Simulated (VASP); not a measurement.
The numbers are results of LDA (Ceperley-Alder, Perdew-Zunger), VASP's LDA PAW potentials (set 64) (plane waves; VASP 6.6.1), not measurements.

The input files of a VASP run:

### INCAR
```
NELM = 100
LREAL = .FALSE.   ! projection in real space or not
LMAXMIX = 6   ! l cut-off of mixed one-centre charges
SYSTEM = Ta2N
LWAVE = .FALSE.
LCHARG = .FALSE.
ISIF = 2
ISMEAR = -1
ALGO = Normal
LASPH = .TRUE.   ! aspherical one-centre terms
ENCUT = 400   ! plane-wave cut-off (eV)
SIGMA = 0.1
EDIFF = 1E-6   ! SCF stop (eV)
PREC = Accurate
```

KPOINTS:
```
Automatic mesh
0
Gamma
10 10 1
0 0 0
```

POSCAR:
```
Ta2N
1
    2.9292420000     0.0000000000     0.0000000000
   -1.4646210000     2.5367980000     0.0000000000
    0.0000000000     0.0000000000    16.3510660000
N Ta
1 2
Direct
  0.0000000000   0.0000000000   0.5000000000
  0.3333330000   0.6666670000   0.5718930000
  0.6666670000   0.3333330000   0.4281070000
```

POTCAR, in this order: N Ta_pv (LDA.64 set). Program: vasp_std.

Output

**OSZICAR**
```
       N       E                     dE             d eps       ncg     rms          rms(c)
DAV:   1     0.185728998752E+03    0.18573E+03   -0.13792E+04   596   0.110E+03
DAV:   2    -0.274636134870E+02   -0.21319E+03   -0.21062E+03   634   0.318E+02
DAV:   3    -0.379449567167E+02   -0.10481E+02   -0.10300E+02   601   0.707E+01
DAV:   4    -0.382451864028E+02   -0.30023E+00   -0.28482E+00   679   0.104E+01
DAV:   5    -0.382498470625E+02   -0.46607E-02   -0.46526E-02   654   0.125E+00    0.333E+01
DAV:   6    -0.345583884130E+02    0.36915E+01   -0.33984E+01   550   0.373E+01    0.155E+01
DAV:   7    -0.341997343439E+02    0.35865E+00   -0.47037E+00   539   0.129E+01    0.705E+00
DAV:   8    -0.340734417863E+02    0.12629E+00   -0.59622E-01   662   0.564E+00    0.535E-01
DAV:   9    -0.340710202809E+02    0.24215E-02   -0.73666E-02   653   0.166E+00    0.281E-01
DAV:  10    -0.340699638504E+02    0.10564E-02   -0.12999E-02   632   0.841E-01    0.113E-01
DAV:  11    -0.340697705666E+02    0.19328E-03   -0.19629E-03   598   0.288E-01    0.321E-02
DAV:  12    -0.340698465496E+02   -0.75983E-04   -0.22864E-04   648   0.775E-02    0.186E-02
DAV:  13    -0.340699144674E+02   -0.67918E-04   -0.11028E-04   560   0.463E-02    0.131E-02
DAV:  14    -0.340700628250E+02   -0.14836E-03   -0.87616E-05   551   0.335E-02    0.981E-03
DAV:  15    -0.340701435279E+02   -0.80703E-04   -0.23999E-05   575   0.244E-02    0.753E-03
DAV:  16    -0.340702460788E+02   -0.10255E-03   -0.13091E-05   517   0.200E-02    0.249E-03
DAV:  17    -0.340702662757E+02   -0.20197E-04   -0.13802E-06   486   0.713E-03    0.141E-03
DAV:  18    -0.340702799439E+02   -0.13668E-04   -0.11496E-06   369   0.451E-03    0.676E-04
DAV:  19    -0.340702811057E+02   -0.11618E-05   -0.50332E-08   266   0.159E-03    0.314E-04
DAV:  20    -0.340702818578E+02   -0.75213E-06   -0.63206E-08   265   0.118E-03
   1 F= -.34070282E+02 E0= -.34026691E+02  d E =-.871812E-01
```

**OUTCAR**
```
------------------------ aborting loop because EDIFF is reached ----------------------------------------
  FORCE on cell =-STRESS in cart. coord.  units (eV):
  Direction    XX          YY          ZZ          XY          YZ          ZX
  --------------------------------------------------------------------------------------
  Total        6.9817259      6.9817260      2.6246807      0.0000000      0.0000000      0.0000000
  in kB       92.0632216     92.0632226     34.6098607      0.0000000      0.0000000      0.0000000
  external PRESSURE =      72.9121016 kB  Pullay stress =       0.0000000 kB
  volume of cell :      121.50
      direct lattice vectors                 reciprocal lattice vectors
     2.929242000  0.000000000  0.000000000     0.341385246  0.197098862  0.000000000
    -1.464621000  2.536798000  0.000000000     0.000000000  0.394197725  0.000000000
     0.000000000  0.000000000 16.351066000     0.000000000  0.000000000  0.061158092
 POSITION                                       TOTAL-FORCE (eV/Angst)
 -----------------------------------------------------------------------------------
      0.00000      0.00000      8.17553         0.000000      0.000000      0.000000
     -0.00000      1.69120      9.35106        -0.000000      0.000000      1.329974
      1.46462      0.84560      7.00001         0.000000     -0.000000     -1.329974
 -----------------------------------------------------------------------------------
    total drift:                               -0.000000      0.000000      0.000000
  FREE ENERGIE OF THE ION-ELECTRON SYSTEM (eV)
  ---------------------------------------------------
  free  energy   TOTEN  =       -34.0702818578 eV

  energy  without entropy=      -33.9831006460  energy(sigma->0) =      -34.02669125
```
(Selected blocks of OUTCAR.)

File OUTCAR:
```
 val. band max:       -1.0954866955   @ k =   0.5000   0.0000   0.0000

 cond. band min:      -0.9887825011   @ k =   0.3000   0.2000   0.0000


 Fermi energy:        -1.0163442339

 k-point     1 :       0.0000    0.0000    0.0000
  band No.  band energies     occupation
      1     -36.5840      2.00000
      2     -35.6262      2.00000
      3     -35.2989      2.00000
      4     -35.2989      2.00000
      5     -35.2141      2.00000
      6     -35.2141      2.00000
      7     -18.8067      2.00000
      8     -10.5078      2.00000
      9      -8.0366      2.00000
     10      -8.0366      2.00000
     11      -3.9011      2.00000
     12      -2.2621      1.99999
     13      -2.1251      1.99997
     14      -1.6273      1.99557
     15      -1.6273      1.99557
     16       0.3546      0.00000
     17       0.6927      0.00000

 k-point     2 :       0.1000   -0.0000    0.0000
  band No.  band energies     occupation
      1     -36.5565      2.00000
      2     -35.6397      2.00000
      3     -35.4022      2.00000
      4     -35.3356      2.00000
      5     -35.3099      2.00000
      6     -35.2256      2.00000
      7     -18.6997      2.00000
      8     -10.2017      2.00000
      9      -8.3886      2.00000
     10      -7.9991      2.00000
     11      -3.6190      2.00000
     12      -2.5034      2.00000
     13      -2.2615      1.99999
     14      -1.9533      1.99983
     15      -1.3280      1.91517
     16       0.0071      0.00007
     17       0.4849      0.00000

 k-point     3 :       0.2000   -0.0000    0.0000
  band No.  band energies     occupation
      1     -36.4901      2.00000
      2     -35.7801      2.00000
      3     -35.5686      2.00000
      4     -35.5352      2.00000
      5     -35.4220      2.00000
      6     -35.2644      2.00000
      7     -18.4626      2.00000
      8      -9.5705      2.00000
      9      -8.9429      2.00000
     10      -7.9444      2.00000
     11      -3.8376      2.00000
...
```

At this cut-off the stress carries a Pulay error, which pulls relaxed volumes low. The cell holds a wide vacuum, so values per volume refer to the whole cell. Unless said otherwise, spin-orbit coupling is left out, though it shifts the bands of the heavy elements here.

The cell is a sheet with vacuum, built from a generated structure.
